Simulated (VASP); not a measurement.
A convergence study with VASP on ZrB₂ (space group P6/mmm): one setting is varied, all else stays as given below, so the limit is that of these other settings.

```xyz
3
Lattice="1.5929 -2.7590 0.0000 1.5929 2.7590 0.0000 0.0000 0.0000 3.5476" Properties=species:S:1:pos:R:3 pbc="T T T"
Zr     0.0000     0.0000     0.0000
B      1.5929     0.9197     1.7738
B      1.5929    -0.9197     1.7738
```

Calculation: PBE GGA, VASP's PBE PAW potentials (set 64) (plane waves; VASP 6.6.1). The tightest run used: 480 eV cut-off, 12×12×9 Γ-centred mesh, Fermi-Dirac smearing of 0.10 eV, potentials Zr_sv B.

### Question
The settings run are ENCUT = 200; ENCUT = 240; ENCUT = 280; ENCUT = 340; ENCUT = 400; ENCUT = 480. From which on does the highest Γ mode stay within 1 cm⁻¹ of the tightest run?

### Answer
From ENCUT = 340 on: it is off by 0.2 there and by no more than 1 in any finer run, while ENCUT = 280 is off by 9.4.
```csv
setting,highest Γ mode (cm⁻¹),plane waves,difference judged (cm⁻¹)
ENCUT = 200,814.2,213,62.1
ENCUT = 240,754.9,276,2.8
ENCUT = 280,742.7,346,9.4
ENCUT = 340,752.2,456,0.2
ENCUT = 400,752.1,580,0.1
ENCUT = 480,752.1,758,0.0
```

Left out are rungs that failed or repeat a setting and relaxations that didn't move; long series are thinned to 24 rows.

The structure is a typed ZrB2 crystal (space group no. 191). The cell was not relaxed at this level.
